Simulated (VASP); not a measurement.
An input for Quantum ESPRESSO's pw.x (written as the equivalent of a VASP run, and not itself run):

```
&CONTROL
  calculation = 'vc-relax'
  pseudo_dir = './pseudo'
  outdir = './out'
  tprnfor = .true.
  tstress = .true.
  nstep = 40
  forc_conv_thr = 0.00078
/
&SYSTEM
  ibrav = 0
  nat = 2
  ntyp = 2
  ecutwfc = 86
  occupations = 'smearing'
  smearing = 'methfessel-paxton'
  degauss = 0.00735
  input_dft = 'pbesol'
/
&ELECTRONS
  conv_thr = 7.3e-08
  electron_maxstep = 100
/
&IONS
/
&CELL
  press = 100
/
ATOMIC_SPECIES
  Pb 207.200 Pb.upf
  Se 78.971 Se.upf
CELL_PARAMETERS angstrom
     3.5460264    0.0000000    0.0000000
     0.0000000    3.5460264   -0.0000000
     0.0000000    0.0000000    3.5460264
ATOMIC_POSITIONS crystal
  Pb   0.0000000  0.0000000  0.0000000
  Se   0.5000000  0.5000000  0.5000000
K_POINTS automatic
  10 10 10 0 0 0
```

Task: Write the VASP files for the same calculation (PBEsol).

Result: One answer among several that fit: 
File KPOINTS:
```
Automatic mesh
0
Gamma
10 10 10
0 0 0
```

### INCAR
```
SYSTEM = PbSe
PREC = Accurate; ENCUT = 500; LREAL = .FALSE.
LASPH = .TRUE.
EDIFF = 1E-6; NELM = 100; ALGO = Normal
LMAXMIX = 4
ISMEAR = 1; SIGMA = 0.1
GGA = PS
IBRION = 2; NSW = 40; ISIF = 3
EDIFFG = -0.02; PSTRESS = 100
LWAVE = .FALSE.; LCHARG = .FALSE.
```

POSCAR:
```
PbSe
1
    3.5460263632     0.0000000000     0.0000000000
    0.0000000000     3.5460263632    -0.0000000000
    0.0000000000     0.0000000000     3.5460263632
Pb Se
1 1
Direct
  0.0000000000   0.0000000000   0.0000000000
  0.5000000000   0.5000000000   0.5000000000
```

POTCAR, in this order: Pb_d Se (PBE.64 set). Program: vasp_std.

What does not carry over: the potentials are each code's own (VASP's PAW set, PseudoDojo norm-conserving files in pw.x), so ENCUT and ecutwfc are chosen apart and not converted; conv_thr bounds pw.x's estimated SCF error, while EDIFF bounds the energy change between steps; forc_conv_thr acts on force components and is met together with etot_conv_thr.

The structure was generated: PbSe was put into the CsCl type type (Pm-3m), which need not be its known phase. It was relaxed first under an external pressure of 10 GPa.
